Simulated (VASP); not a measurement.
# TePt: structure and properties in VASP, part 2 of 6

How well does PBEsol reproduce what experiment finds for TePt? The cell is relaxed first, and properties follow on it. The start is a cell from a database of measured crystal structures.

VASP 6.6.1; PBEsol; plane waves and PAW (Te, Pt).

Still holding for the runs below: The k-mesh is coarse for a metal.

So far. Step 2 (Relaxing cell and atoms (PBEsol)): It ends with a largest force of 0.007 eV/Å and a pressure of 0.01 GPa. The volume lies -0.9 % from that of the database's start, which holds the thermal and zero-point expansion of its experiment.

The database entry behind the starting cell differs from later determinations by our own check (c about 0.8 % long), so it need not match the best structure at ambient conditions.

## 3. Single point with fields (PBEsol)

The relaxed cell gets a fresh self-consistent run, on a basis set for its own volume, to fix the density and to check the remaining stress.

Contents of INCAR:

```
SYSTEM = TePt
PREC = Accurate
ENCUT = 400
EDIFF = 1E-06
NELM = 100
ISMEAR = 0
SIGMA = 0.05
LREAL = .FALSE.
ALGO = Normal
GGA = PS
NBANDS = 22
LASPH = .TRUE.
LORBIT = 11
LWAVE = .FALSE.
LCHARG = .TRUE.
ISIF = 2
LELF = .TRUE.
LVHAR = .TRUE.
```

Contents of POSCAR:

```
TePt
1.0
   -3.9543941672      0.0000000000      0.0000000000
    1.9771970836     -3.4246058054      0.0000000000
    1.9771970836      1.1415352685      6.6265692397
Te Pt
2 2
Direct
    0.1974739032      0.0987369516      0.2962108549
    0.8025260968      0.9012630484      0.7037891451
    0.7400761124      0.3700380562      0.1101141686
    0.2599238876      0.6299619438      0.8898858314
```

Contents of KPOINTS:

```
Automatic mesh
0
Gamma
7 7 7
0 0 0
```

PAW data sets: Te and Pt (PBE family, release 64).

Launch:

```
$ mpirun -np 4 vasp_std
```

What it wrote:

```text
[banner, memory and clock lines left out]
running    4 mpi-ranks, on    1 nodes
 distrk:  each k-point on    4 cores,    1 groups
 distr:  one band on    1 cores,    4 groups

 POSCAR found type information on POSCAR TePt
 POSCAR found :  2 types and       4 ions
 [... a notice as in an earlier step ...]

 LDA part: xc-table for (Slater+PW92), standard interpolation
|                                                                             |
|           W    W    AA    RRRRR   N    N  II  N    N   GGGG   !!!           |
|           W    W   A  A   R    R  NN   N  II  NN   N  G    G  !!!           |
|           W    W  A    A  R    R  N N  N  II  N N  N  G       !!!           |
|           W WW W  AAAAAA  RRRRR   N  N N  II  N  N N  G  GGG   !            |
|           WW  WW  A    A  R   R   N   NN  II  N   NN  G    G                |
|           W    W  A    A  R    R  N    N  II  N    N   GGGG   !!!           |
|                                                                             |
|     The number of bands has been changed from the values supplied in        |
|     The orbitals not found in the WAVECAR file will be initialized with     |
|     random numbers, which is usually adequate. For correlated               |
|     calculations, however, you should redo the groundstate calculation.     |
|     I found NBANDS = 22. Now, NBANDS = 24.                                  |
|                                                                             |

 POSCAR, INCAR and KPOINTS ok, starting setup
 FFT: planning ... GRIDC
 FFT: planning ... GRID_SOFT
 FFT: planning ... GRID
 WAVECAR not read
 entering main loop
       N       E                     dE             d eps       ncg     rms          rms(c)
DAV:   1     0.136909162709E+03    0.13691E+03   -0.12052E+04  2112   0.956E+02
DAV:   2    -0.174494546613E+02   -0.15436E+03   -0.14290E+03  2568   0.203E+02
DAV:   3    -0.230532812142E+02   -0.56038E+01   -0.55276E+01  2520   0.389E+01
DAV:   4    -0.231246123475E+02   -0.71331E-01   -0.71311E-01  2632   0.483E+00
DAV:   5    -0.231257273894E+02   -0.11150E-02   -0.11150E-02  2672   0.556E-01    0.166E+01
DAV:   6    -0.225295304633E+02    0.59620E+00   -0.17774E+00  2264   0.106E+01    0.935E+00
DAV:   7    -0.224110570781E+02    0.11847E+00   -0.31574E-01  2224   0.517E+00    0.321E+00
DAV:   8    -0.223639524880E+02    0.47105E-01   -0.12441E-01  2320   0.292E+00    0.107E+00
DAV:   9    -0.223635754796E+02    0.37701E-03   -0.12076E-02  2472   0.633E-01    0.377E-01
DAV:  10    -0.223629918123E+02    0.58367E-03   -0.28413E-03  2416   0.351E-01    0.125E-01
DAV:  11    -0.223629527681E+02    0.39044E-04   -0.13997E-04  2440   0.641E-02    0.565E-02
DAV:  12    -0.223629508436E+02    0.19246E-05   -0.12975E-05  2544   0.244E-02    0.412E-02
DAV:  13    -0.223629493918E+02    0.14517E-05   -0.37938E-06  2344   0.145E-02    0.112E-02
DAV:  14    -0.223629490818E+02    0.31009E-06   -0.87824E-07  1208   0.565E-03
   1 F= -.22362949E+02 E0= -.22361653E+02  d E =-.259243E-02
```

The job ended after 16 s (4 MPI ranks of Intel Xeon 6975P-C (Granite Rapids), shared host; peak memory 0.55 GiB).

Parts of OUTCAR (step 3):

```text
  LATTYP: Found a trigonal (rhomboedric) cell.
 ALAT       =     7.0088394878
 COS(alpha) =     0.8408386223

The static configuration has the point symmetry D_3d.

 Found     44 irreducible k-points:

   k-points           NKPTS =     44   k-points in BZ     NKDIM =     44   number of bands    NBANDS=     24

   ENCUT  =  400.0 eV  29.40 Ry    5.42 a.u.   6.45  6.45 11.43*2*pi/ulx,y,z

   NELECT =      32.0000    total number of electrons

 E-fermi :   8.3695

 k-point     1 :       0.0000    0.0000    0.0000
  band No.  band energies     occupation
    ...
      9       5.3682      2.00000
     10       5.3682      2.00000
     11       6.4735      2.00000
     12       6.4735      2.00000
     13       6.6940      2.00000
     14       9.0646      0.00000
     15       9.0646      0.00000
     16       9.3092      0.00000
     17       9.6505      0.00000
     18      11.3016      0.00000
    ...

 k-point     2 :       0.1429   -0.0000   -0.0000
  band No.  band energies     occupation
    ...
     10       5.0300      2.00000
     11       6.4414      2.00000
     12       6.4796      2.00000
     13       6.7497      2.00000
     14       7.2807      2.00000
     15       9.3087      0.00000
     16       9.8086      0.00000
     17      10.1822      0.00000
     18      10.3444      0.00000
     19      10.7331      0.00000
    ...

  Total        0.0169433      0.0169433      0.0042943      0.0000000      0.0000000      0.0000000
  in kB        0.3025034      0.3025034      0.0766697      0.0000000      0.0000000      0.0000000
  external PRESSURE =       0.2272255 kB  Pullay stress =       0.0000000 kB

  energy-cutoff  :      400.00
  volume of cell :       89.74
      direct lattice vectors                 reciprocal lattice vectors
    -3.954394167  0.000000000  0.000000000    -0.252883238 -0.146002205  0.100605101
     1.977197084 -3.424605805  0.000000000     0.000000000 -0.292004411  0.050302550
     1.977197084  1.141535268  6.626569240     0.000000000  0.000000000  0.150907651

 POSITION                                       TOTAL-FORCE (eV/Angst)
 -----------------------------------------------------------------------------------
      0.00000      0.00000      1.96286         0.000000      0.000000      0.007432
     -0.00000     -2.28307      4.66371        -0.000000     -0.000000     -0.007432
     -1.97720     -1.14154      0.72968         0.000000     -0.000000     -0.003127
      1.97720     -1.14154      5.89689         0.000000      0.000000      0.003127
 -----------------------------------------------------------------------------------
    total drift:                                0.000000      0.000000      0.000000

  FREE ENERGIE OF THE ION-ELECTRON SYSTEM (eV)
  ---------------------------------------------------
  free  energy   TOTEN  =       -22.3629490818 eV

  energy  without entropy=      -22.3603566472  energy(sigma->0) =      -22.36165286

[... 3 parts as in an earlier step ...]

[... 7 further parts left out ...]
```

Numbers from this step:

```yaml
scf_cycles: 14
bands: 24
pressure: 0.02272 GPa
```

Valence electrons inside each PAW sphere by angular momentum. Sphere charges, by row:

| atom | s (e) | p (e) | d (e) | tot (e) |
| --- | --- | --- | --- | --- |
| Te1 | 1.392 | 1.846 | 0.091 | 3.328 |
| Te2 | 1.392 | 1.846 | 0.091 | 3.328 |
| Pt3 | 0.685 | 0.595 | 8.138 | 9.418 |
| Pt4 | 0.685 | 0.595 | 8.138 | 9.418 |

ELF in the ac plane of the conventional cell at fractional y = 0.000, with atoms of Te and Pt within 0.2 Å of it. It is the smooth field of the valence electrons, not physical close to the nuclei.

Ten even steps from '0' (0.03) to '9' (0.88), each cell a mean:
```
33322333332233
77875433346787
78997421358998
99863110125799
22112455532112
00135677764200
00123455443110
33222233322223
00133222223210
12334555544321
33335677764323
00012344321000
00012455432100
33345677764333
01234444443310
01233222223310
22222333332222
00124556543200
00125677764100
43222344432234
99975200136899
78887422358987
77764333345777
11222333322211
```
Columns run along a (4.0 Å), rows up along c (19.9 Å), edges of the conventional cell, whose origin can differ from the input's. Atoms in or near the plane, at fractional coordinates: Te at (0.00, 0.10), Te at (0.00, 0.90), Pt at (0.00, 0.37), Pt at (0.00, 0.63).

Electrostatic potential energy in the ac plane of the conventional cell at fractional y = 0.000, with atoms of Te and Pt within 0.2 Å of it. With pseudopotentials it is smooth inside the atoms' cores, unlike the true potential.

Ten even steps from '_' (-72 eV) to '@' (4 eV), each cell a mean:
```
@@@@@@@@@@@@@@@@@@@@@@@@@@@@
::::++##@@@@@@@@@@@@%%**--::
____..**%%@@@@@@@@@@%%==____
**##%%@@@@@@@@@@@@@@@@%%##**
@@@@@@@@@@@@@@@@@@@@@@@@@@@@
@@@@@@@@@@@@%%%%%%@@@@@@@@@@
@@@@@@@@@@@@%%%%@@@@@@@@@@@@
##%%%%@@@@@@@@@@@@@@@@@@%%##
__..--##@@@@@@@@@@@@%%++::..
--==**%%@@@@@@@@@@@@@@##++--
@@@@@@@@@@@@%%%%%%@@@@@@@@@@
@@@@@@@@@@@@@@@@@@@@@@@@@@@@
@@@@@@@@@@@@@@@@@@@@@@@@@@@@
%%@@@@@@@@@@%%%%%%@@@@@@@@@@
..::==##@@@@@@@@@@@@%%**--::
..::==##@@@@@@@@@@@@%%**--::
%%@@@@@@@@@@@@@@@@@@@@@@@@%%
@@@@@@@@@@@@%%%%@@@@@@@@@@@@
@@@@@@@@@@@@%%%%@@@@@@@@@@@@
@@@@@@@@@@@@@@@@@@@@@@@@@@@@
==++##%%@@@@@@@@@@@@@@%%**==
____..++%%@@@@@@@@@@%%--____
--==**%%@@@@@@@@@@@@@@##++==
@@@@@@@@@@@@@@@@@@@@@@@@@@@@
```
Columns run along a (4.0 Å; values clipped at the 3rd and 97th percentile), rows up along c (19.9 Å), edges of the conventional cell, whose origin can differ from the input's. Atoms in or near the plane, at fractional coordinates: Te at (0.00, 0.10), Te at (0.00, 0.90), Pt at (0.00, 0.37), Pt at (0.00, 0.63).

Valence density in the ac plane of the conventional cell at fractional y = 0.000, with atoms of Te and Pt within 0.2 Å of it. It is the smooth field of the valence electrons, not physical close to the nuclei.

Values in e/Å³, 24 rows by 14 columns, each cell a mean:
```
 0.2  0.2  0.2  0.2  0.2  0.3  0.4  0.4  0.4  0.3  0.2  0.2  0.2  0.2
 0.3  0.4  0.5  0.4  0.3  0.3  0.3  0.3  0.3  0.3  0.4  0.5  0.4  0.3
-0.1  0.2  0.4  0.5  0.3  0.2  0.1  0.1  0.1  0.2  0.4  0.5  0.4  0.0
 0.4  0.4  0.3  0.2  0.1  0.1  0.1  0.1  0.1  0.1  0.2  0.3  0.4  0.4
 0.1  0.1  0.1  0.1  0.1  0.1  0.2  0.2  0.2  0.1  0.1  0.1  0.1  0.1
 0.0  0.0  0.1  0.1  0.2  0.3  0.4  0.4  0.4  0.3  0.2  0.1  0.1  0.0
 0.1  0.1  0.1  0.2  0.3  0.4  0.5  0.5  0.4  0.3  0.2  0.1  0.1  0.1
 0.7  0.6  0.4  0.3  0.3  0.3  0.3  0.4  0.3  0.3  0.3  0.3  0.5  0.7
 3.0  2.4  1.6  0.8  0.4  0.2  0.2  0.2  0.2  0.3  0.5  1.1  1.9  2.7
 2.0  1.7  1.1  0.6  0.4  0.3  0.3  0.2  0.3  0.3  0.4  0.8  1.3  1.9
 0.2  0.2  0.2  0.2  0.2  0.2  0.3  0.3  0.3  0.2  0.2  0.2  0.2  0.2
 0.0  0.0  0.0  0.1  0.1  0.1  0.1  0.2  0.1  0.1  0.1  0.1  0.0  0.0
 0.0  0.0  0.1  0.1  0.1  0.1  0.2  0.2  0.2  0.1  0.1  0.1  0.1  0.0
 0.4  0.4  0.3  0.2  0.2  0.3  0.3  0.3  0.3  0.3  0.2  0.3  0.3  0.4
 2.6  2.1  1.4  0.7  0.4  0.3  0.2  0.2  0.2  0.3  0.5  1.0  1.7  2.3
 2.7  2.1  1.4  0.7  0.3  0.2  0.2  0.2  0.2  0.3  0.5  1.0  1.7  2.4
 0.4  0.4  0.3  0.2  0.3  0.3  0.4  0.4  0.4  0.3  0.2  0.3  0.3  0.4
 0.1  0.1  0.1  0.2  0.3  0.4  0.5  0.5  0.4  0.3  0.2  0.1  0.1  0.1
 0.0  0.0  0.1  0.1  0.2  0.3  0.3  0.4  0.3  0.2  0.2  0.1  0.1  0.0
 0.1  0.1  0.1  0.1  0.1  0.1  0.1  0.1  0.1  0.1  0.1  0.1  0.1  0.1
 0.4  0.4  0.4  0.3  0.2  0.1  0.1  0.1  0.1  0.1  0.2  0.3  0.4  0.4
-0.2  0.1  0.4  0.5  0.3  0.2  0.1  0.1  0.2  0.2  0.4  0.5  0.3  0.0
 0.4  0.4  0.4  0.4  0.3  0.3  0.3  0.3  0.3  0.3  0.3  0.4  0.4  0.4
 0.1  0.1  0.1  0.2  0.2  0.3  0.4  0.4  0.4  0.3  0.2  0.2  0.1  0.1
```
Columns run along a (4.0 Å), rows up along c (19.9 Å), edges of the conventional cell, whose origin can differ from the input's. Atoms in or near the plane, at fractional coordinates: Te at (0.00, 0.10), Te at (0.00, 0.90), Pt at (0.00, 0.37), Pt at (0.00, 0.63).

In this run the pressure is 0.02 GPa, small enough to go on.

[end of part 2 of 6]

[Lines on the potential files, build, host, timing and source positions are cut from VASP's logs without a mark.]

[Logs are printed without paths, hosts, clocks, repeated set-up lines and the standing remarks that a program may print on its own settings, such as how far it seeks lower states.]

[Hosts, paths, dates, database ids (printed as entryN), source tags and the programs' standing remarks are cut or masked in the printed files.]

[A measured line is paired with the nearest computed mode of its activity, which favours agreement.]
